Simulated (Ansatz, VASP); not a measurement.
# Al7GaN8 (Al0.87Ga0.13N, wurtzite): VASP beside Ansatz

Aim: how closely do two programs agree when they are given the same cell, functional and k mesh? The cell is invented: As first built, before any earlier steps moved the atoms (in the runner's words): 2x2x1 conventional cells of the AlN type (16 atoms: 8 N, 7 Al, 1 Ga); Al/Ga share their sites, the best of 600 random draws by like-pair counts in two shells; start lattice by linear mixing of the end members' cells; atoms moved at random by 0.02 A. It may not be a known or stable phase. The cell is taken from a series of runs on this material, whose earlier steps may have relaxed, scaled, displaced or heated it; both programs get it as it stands.

Calculated with Ansatz 0.2.0; plane waves, with VASP 6.6.1 beside it; single point at HSE06.

**1. Starting point**

It takes space group P3m1 (No. 156, trigonal). Conventional cell: a = 6.280 Å, b = 6.280 Å, c = 5.051 Å, α = 90.00°, β = 90.00°, γ = 120.00°. Nearest to N lie 4 Al at 1.91 to 1.92 Å. N has 3 Al at 1.90 to 1.91 Å and 1 Ga at 1.96 Å nearest. Nearest to N lie 3 Al at 1.90 Å and 1 Ga at 1.98 Å. Al has 4 N at 1.90 to 1.92 Å nearest. Al has 4 N at 1.90 to 1.91 Å nearest. It derives from AlN. Farther neighbours and most contacts between anions are not listed.

As a file:

```
N Al Ga
1.0
     6.28010    0.00000    0.00000
    -3.14005    5.43873    0.00000
     0.00000    0.00000    5.05138
N Al Ga
8 7 1
Cartesian
  0.0023 1.8061 1.9130
  1.5745 0.9444 4.4314
  -1.5655 4.5267 1.9786
  0.0421 3.5985 4.4313
  3.1467 1.8061 1.9130
  4.7145 0.9009 4.4424
  1.5745 4.5293 1.9130
  3.1069 3.5985 4.4313
  0.0022 1.8060 5.0481
  1.5745 0.9109 2.5216
  0.0131 3.6153 2.5216
  3.1468 1.8060 5.0481
  4.7145 0.9009 2.5193
  1.5745 4.5294 5.0481
  3.1359 3.6153 2.5216
  -1.5656 4.5268 0.0017
```

**2. VASP: single point, HSE06**

With cell and atoms fixed, the geometry can't cause a difference; cores, projectors, grids and the points listed under the comparison can.

Lines of VASP's logs that name or quote its potential files are left out, and so is its time.

The run reads the wave functions of an earlier VASP run, which isn't shown here.

Input file INCAR:

```
SYSTEM = Al7GaN8
PREC = Accurate
ENCUT = 520
EDIFF = 1E-06
NELM = 100
ISMEAR = 0
SIGMA = 0.01
LREAL = .FALSE.
ALGO = Normal
LHFCALC = .TRUE.
AEXX = 0.25
GGA = PE
HFSCREEN = 0.208
LASPH = .TRUE.
NBANDS = 53
PRECFOCK = Fast
LORBIT = 11
LWAVE = .FALSE.
LCHARG = .FALSE.
ISIF = 2
```

Input file POSCAR:

```
Al7GaN8
1.0
    6.2801000000      0.0000000000      0.0000000000
   -3.1400500000      5.4387300000      0.0000000000
    0.0000000000      0.0000000000      5.0513800000
N Al Ga
8 7 1
Direct
    0.1664000000      0.3320800000      0.3787100000
    0.3375300000      0.1736400000      0.8772600000
    0.1668700000      0.8323100000      0.3917000000
    0.3375300000      0.6616500000      0.8772500000
    0.6671000000      0.3320800000      0.3787100000
    0.8335300000      0.1656500000      0.8794400000
    0.6671000000      0.8327800000      0.3787100000
    0.8255400000      0.6616500000      0.8772500000
    0.1663800000      0.3320700000      0.9993500000
    0.3344500000      0.1674800000      0.4992000000
    0.3344500000      0.6647300000      0.4992000000
    0.6671100000      0.3320700000      0.9993500000
    0.8335300000      0.1656500000      0.4987400000
    0.6671100000      0.8328000000      0.9993500000
    0.8317000000      0.6647300000      0.4992000000
    0.1668700000      0.8323200000      0.0003300000
```

Input file KPOINTS:

```
Automatic mesh
0
Gamma
2 2 2
0 0 0
```

Potentials, in the order of the species: N, Al and Ga_d (PBE family, release 64).

Launch:

```
$ export OMP_NUM_THREADS=3
$ mpirun -np 1 vasp_std
```

Numbers of over 12 decimals in the logs are rounded to 6 here.

Output:

```text
[banner, memory and clock lines left out]
running    1 mpi-ranks, on    1 nodes
 distrk:  each k-point on    1 cores,    1 groups
 distr:  one band on    1 cores,    1 groups
 Offloading initialized ...    1 GPUs detected
 POSCAR found type information on POSCAR N AlGa
 POSCAR found :  3 types and      16 ions
 LDA part: xc-table for (Slater+PW92), standard interpolation
 found WAVECAR, reading the header
 POSCAR, INCAR and KPOINTS ok, starting setup
 FFT: planning ... GRIDC
 FFT: planning ... GRID_SOFT
 FFT: planning ... GRID
 reading WAVECAR
 the WAVECAR file was read successfully
 initial charge from wavefunction
 entering main loop
       N       E                     dE             d eps       ncg     rms          rms(c)
DAV:   1    -0.136640667439E+03   -0.13664E+03   -0.37550E+00  1280   0.218E+01    0.206E+01
DAV:   2    -0.136677652957E+03   -0.36986E-01   -0.30425E-01  1313   0.551E+00    0.152E+01
DAV:   3    -0.136674654918E+03    0.29980E-02   -0.28395E-02  1456   0.129E+00    0.987E+00
DAV:   4    -0.136672998214E+03    0.16567E-02   -0.44022E-03  1144   0.260E-01    0.588E+00
DAV:   5    -0.136672344426E+03    0.65379E-03   -0.36435E-04  1152   0.939E-02    0.344E+00
DAV:   6    -0.136672129680E+03    0.21475E-03   -0.75685E-05  1032   0.436E-02    0.200E+00
DAV:   7    -0.136672058542E+03    0.71138E-04   -0.25601E-05  1216   0.256E-02    0.114E+00
DAV:   8    -0.136672035665E+03    0.22877E-04   -0.68426E-06  1056   0.171E-02    0.661E-01
DAV:   9    -0.136672028490E+03    0.71748E-05   -0.23700E-06   800   0.109E-02    0.384E-01
DAV:  10    -0.136672026547E+03    0.19432E-05   -0.18370E-06   640   0.726E-03    0.220E-01
DAV:  11    -0.136672026173E+03    0.37411E-06   -0.48719E-07   522   0.489E-03
   1 F= -.13667203E+03 E0= -.13667203E+03  d E =-.901873E-38
```

Parts of OUTCAR (step 2):

```text
ion  position               nearest neighbor table
   1  0.166  0.332  0.379-  10 1.91  11 1.91  13 1.91   9 1.92
   2  0.338  0.174  0.877-  12 1.90   9 1.90  10 1.91  16 1.96
   3  0.167  0.832  0.392-  11 1.90  15 1.90  10 1.90  16 1.98
   4  0.338  0.662  0.877-  14 1.90   9 1.90  11 1.91  16 1.96
   5  0.667  0.332  0.379-  10 1.91  15 1.91  13 1.91  12 1.92
   6  0.834  0.166  0.879-  12 1.91   9 1.91  14 1.91  13 1.92
   7  0.667  0.833  0.379-  11 1.91  15 1.91  13 1.91  14 1.92
   8  0.826  0.662  0.877-  14 1.90  12 1.90  15 1.91  16 1.96
   9  0.166  0.332  0.999-   2 1.90   4 1.90   6 1.91   1 1.92  13 3.10  10 3.11  11 3.11  10 3.11
                            11 3.11  13 3.11  12 3.14  14 3.14  16 3.14  16 3.14  12 3.14  14 3.14
  10  0.334  0.167  0.499-   3 1.90   1 1.91   5 1.91   2 1.91   9 3.11  12 3.11   9 3.11  12 3.11
                            16 3.11  16 3.12  15 3.12  11 3.12  13 3.14  13 3.14  11 3.16  15 3.16
  11  0.334  0.665  0.499-   3 1.90   7 1.91   1 1.91   4 1.91  14 3.11   9 3.11  14 3.11   9 3.11
                            16 3.11  16 3.12  15 3.12  10 3.12  13 3.14  13 3.14  15 3.16  10 3.16
  12  0.667  0.332  0.999-   2 1.90   8 1.90   6 1.91   5 1.92  13 3.10  10 3.11  15 3.11  10 3.11
                            15 3.11  13 3.11   9 3.14  14 3.14  16 3.14  16 3.14   9 3.14  14 3.14
  13  0.834  0.166  0.499-   5 1.91   1 1.91   7 1.91   6 1.92  12 3.10   9 3.10  14 3.10  12 3.11
                             9 3.11  14 3.11  10 3.14  15 3.14  11 3.14  11 3.14  10 3.14  15 3.14
  14  0.667  0.833  0.999-   8 1.90   4 1.90   6 1.91   7 1.92  13 3.10  15 3.11  11 3.11  15 3.11
                            11 3.11  13 3.11   9 3.14  12 3.14  16 3.14  16 3.14  12 3.14   9 3.14
  15  0.832  0.665  0.499-   3 1.90   7 1.91   5 1.91   8 1.91  14 3.11  12 3.11  14 3.11  12 3.11
                            16 3.11  16 3.12  11 3.12  10 3.12  13 3.14  13 3.14  11 3.16  10 3.16
  16  0.167  0.832  0.000-   2 1.96   4 1.96   8 1.96   3 1.98  10 3.11  11 3.11  15 3.11  10 3.12
                            11 3.12  15 3.12  12 3.14   9 3.14  14 3.14  14 3.14   9 3.14  12 3.14

  LATTYP: Found a hexagonal cell.
 ALAT       =     6.2801000000
 C/A-ratio  =     0.8043470645

 Subroutine GETGRP returns: Found  1 space group operations
 (whereof  1 operations were pure point group operations)

The static configuration has the point symmetry C_1 .

 Found      8 irreducible k-points:

   k-points           NKPTS =      8   k-points in BZ     NKDIM =      8   number of bands    NBANDS=     53

   dimension x,y,z NGX =    48 NGY =   48 NGZ =   40
   dimension x,y,z NGXF=    96 NGYF=   96 NGZF=   80

   ENCUT  =  520.0 eV  38.22 Ry    6.18 a.u.  11.68 11.68  9.39*2*pi/ulx,y,z

   NELECT =      74.0000    total number of electrons

 k-points in reciprocal lattice and weights: Automatic mesh
   0.00000000  0.00000000  0.00000000       0.125
   0.50000000  0.00000000  0.00000000       0.125
   0.00000000  0.50000000  0.00000000       0.125
   0.50000000  0.50000000  0.00000000       0.125
   0.00000000  0.00000000  0.50000000       0.125
   0.50000000  0.00000000  0.50000000       0.125
   0.00000000  0.50000000  0.50000000       0.125
   0.50000000  0.50000000  0.50000000       0.125

  exchange ACFDT corr.  =         0.00000000  see jH, gK, PRB 81, 115126

 average (electrostatic) potential at core
       1 -55.3226       2 -55.4245       3 -55.4673       4 -55.4244       5 -55.3226
       6 -55.3425       7 -55.3226       8 -55.4244       9 -68.1568      10 -68.1939
      11 -68.1936      12 -68.1568      13 -68.2428      14 -68.1568      15 -68.1938
      16 -55.5667

 E-fermi :   5.0064

 k-point     1 :       0.0000    0.0000    0.0000
  band No.  band energies     occupation
    ...
     33       4.2068      2.00000
     34       4.2069      2.00000
     35       4.7956      2.00000
     36       4.7957      2.00000
     37       4.9168      2.00000
     38       9.9571      0.00000
     39      11.6467      0.00000
     40      11.9623      0.00000
     41      11.9624      0.00000
     42      12.0488      0.00000
    ...

 k-point     2 :       0.5000    0.0000    0.0000
  band No.  band energies     occupation
    ...
     33       3.3821      2.00000
     34       4.3887      2.00000
     35       4.4040      2.00000
     36       4.4785      2.00000
     37       4.5938      2.00000
     38      11.8499      0.00000
     39      11.9586      0.00000
     40      12.1392      0.00000
     41      12.2362      0.00000
     42      13.4471      0.00000
    ...

 k-point     3 :       0.0000    0.5000    0.0000
  band No.  band energies     occupation
    ...
     33       3.3821      2.00000
     34       4.3887      2.00000
     35       4.4039      2.00000
     36       4.4785      2.00000
     37       4.5939      2.00000
     38      11.8499      0.00000
     39      11.9585      0.00000
     40      12.1392      0.00000
     41      12.2362      0.00000
     42      13.4472      0.00000
    ...

  Total       -5.9094266     -5.9115181     -6.3255026     -0.0019118     -0.0002482      0.0001177
  in kB      -54.8759212    -54.8953440    -58.7396724     -0.0177529     -0.0023047      0.0010932
  external PRESSURE =     -56.1703125 kB  Pullay stress =       0.0000000 kB

  energy-cutoff  :      520.00
  volume of cell :      172.53
      direct lattice vectors                 reciprocal lattice vectors
     6.280100000  0.000000000  0.000000000     0.159233133  0.091933227 -0.000000000
    -3.140050000  5.438730000  0.000000000     0.000000000  0.183866454  0.000000000
     0.000000000  0.000000000  5.051380000     0.000000000 -0.000000000  0.197965704

 POSITION                                       TOTAL-FORCE (eV/Angst)
 -----------------------------------------------------------------------------------
      0.00226      1.80609      1.91301        -0.001708     -0.001080      0.009235
      1.57448      0.94438      4.43137        -0.000089     -0.100291      0.049825
     -1.56553      4.52671      1.97863        -0.000628      0.000445     -0.067944
      0.04211      3.59854      4.43132        -0.087021      0.050252      0.050870
      3.14671      1.80609      1.91301         0.001346     -0.000788      0.009131
      4.71450      0.90093      4.44239         0.000508     -0.000303      0.015696
      1.57448      4.52927      1.91301         0.000074      0.002055      0.009103
      3.10686      3.59854      4.43132         0.087053      0.050369      0.050897
      0.00217      1.80604      5.04810         0.031110      0.018332     -0.032503
      1.57448      0.91088      2.52165        -0.000057     -0.004652      0.004631
      0.01309      3.61529      2.52165        -0.003662      0.002089      0.004467
      3.14680      1.80604      5.04810        -0.031445      0.018433     -0.032423
      4.71450      0.90093      2.51933         0.000551     -0.000335     -0.014749
      1.57448      4.52937      5.04810        -0.000088     -0.036234     -0.032639
      3.13587      3.61529      2.52165         0.004026      0.002381      0.004382
     -1.56557      4.52676      0.00167         0.000030     -0.000672     -0.027979
 -----------------------------------------------------------------------------------
    total drift:                               -0.000135      0.000232      0.011447

  FREE ENERGIE OF THE ION-ELECTRON SYSTEM (eV)
  ---------------------------------------------------
  free  energy   TOTEN  =      -136.6720261725 eV

  energy  without entropy=     -136.6720261725  energy(sigma->0) =     -136.67202617

 total charge
# of ion       s       p       d       tot
------------------------------------------
    1        1.219   2.633   0.000   3.852
    2        1.220   2.619   0.000   3.839
    3        1.220   2.612   0.000   3.832
    4        1.220   2.619   0.000   3.839
    5        1.219   2.633   0.000   3.852
    6        1.219   2.631   0.000   3.849
    7        1.219   2.633   0.000   3.852
    8        1.220   2.619   0.000   3.839
    9        0.416   0.446   0.000   0.862
   10        0.415   0.444   0.000   0.859
   11        0.415   0.444   0.000   0.859
   12        0.416   0.446   0.000   0.862
   13        0.413   0.439   0.000   0.853
   14        0.416   0.446   0.000   0.862
   15        0.415   0.444   0.000   0.859
   16        0.742   0.879  10.195  11.816
--------------------------------------------------
tot         13.405  24.984  10.195  48.584

[... 3 further parts left out ...]
```

The run ends at a pressure of -5.62 GPa, with forces up to 0.11 eV/Å.

[end of part 1 of 2]

[Lines on the potential files, build, host, timing and source positions are cut from VASP's logs without a mark.]

[Logs are printed without paths, hosts, clocks, repeated set-up lines and the standing remarks that a program may print on its own settings, such as how far it seeks lower states.]

[Hosts, paths, dates, database ids (printed as entryN), source tags and the programs' standing remarks are cut or masked in the printed files.]
